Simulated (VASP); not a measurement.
VASP runs on Y (hcp) share one base input (PBE GGA, plane waves, VASP's PBE PAW potentials (set 64)) and change the settings named in each case.

File POSCAR:
```
Y
1
    1.8615000000    -3.2242130000     0.0000000000
    1.8615000000     3.2242130000     0.0000000000
    0.0000000000     0.0000000000     5.8446000000
Y
2
Direct
  0.3333330000   0.6666670000   0.2500000000
  0.6666670000   0.3333330000   0.7500000000
```

### INCAR
```
ALGO = Normal
EDIFF = 1E-6
ENCUT = 400
GGA = PE
ISIF = 2
ISMEAR = 1
LASPH = .TRUE.
LCHARG = .FALSE.
LMAXMIX = 4
LREAL = .FALSE.
LWAVE = .FALSE.
NELM = 100
PREC = Accurate
SIGMA = 0.1
SYSTEM = Y
```

KPOINTS:
```
Automatic mesh
0
Gamma
10 10 6
0 0 0
```

POTCAR, in this order: Y_sv (PBE.64 set). Program: vasp_std.

```json
[
 {"change": "base run", "E(σ→0) (eV/atom)": "-6.4151", "pressure (GPa)": "-2.61", "−TS (eV)": "0.0027", "irreducible k-points": "56"},
 {"change": "KPOINTS 2×2×1 Γ-centred mesh", "E(σ→0) (eV/atom)": "-6.9104", "pressure (GPa)": "-9.46", "−TS (eV)": "-0.0187", "irreducible k-points": "2"},
 {"change": "KPOINTS 3×3×2 Γ-centred mesh", "E(σ→0) (eV/atom)": "-6.3495", "pressure (GPa)": "-2.87", "−TS (eV)": "-0.0136", "irreducible k-points": "6"},
 {"change": "KPOINTS 4×4×2 Γ-centred mesh", "E(σ→0) (eV/atom)": "-6.3957", "pressure (GPa)": "-1.81", "−TS (eV)": "-0.0131", "irreducible k-points": "8"},
 {"change": "KPOINTS 5×5×3 Γ-centred mesh", "E(σ→0) (eV/atom)": "-6.3910", "pressure (GPa)": "-2.39", "−TS (eV)": "-0.0009", "irreducible k-points": "10"},
 {"change": "KPOINTS 8×8×5 Γ-centred mesh", "E(σ→0) (eV/atom)": "…", "pressure (GPa)": "…", "−TS (eV)": "…", "irreducible k-points": "30"},
 {"change": "KPOINTS 9×9×5 Γ-centred mesh", "E(σ→0) (eV/atom)": "-6.4123", "pressure (GPa)": "-2.51", "−TS (eV)": "-0.0015", "irreducible k-points": "36"},
 {"change": "KPOINTS 13×13×8 Γ-centred mesh", "E(σ→0) (eV/atom)": "-6.4136", "pressure (GPa)": "-2.56", "−TS (eV)": "0.0006", "irreducible k-points": "105"}
]
```

**Question.** What belongs in the gaps?

**Answer.** 
- KPOINTS 8×8×5 Γ-centred mesh, E(σ→0) (eV/atom): -6.4072
- KPOINTS 8×8×5 Γ-centred mesh, pressure (GPa): -2.46
- KPOINTS 8×8×5 Γ-centred mesh, −TS (eV): -0.0038

Left out are runs that ran out of time, are held back, or changed the cell or the kind of run, fixed moments of cells without a moment, rows past the twelfth, gaps on odd meshes, pressures of charged cells and columns that move by less than the noise.

The compound is Y in the hcp structure. The cell was not relaxed at this level.
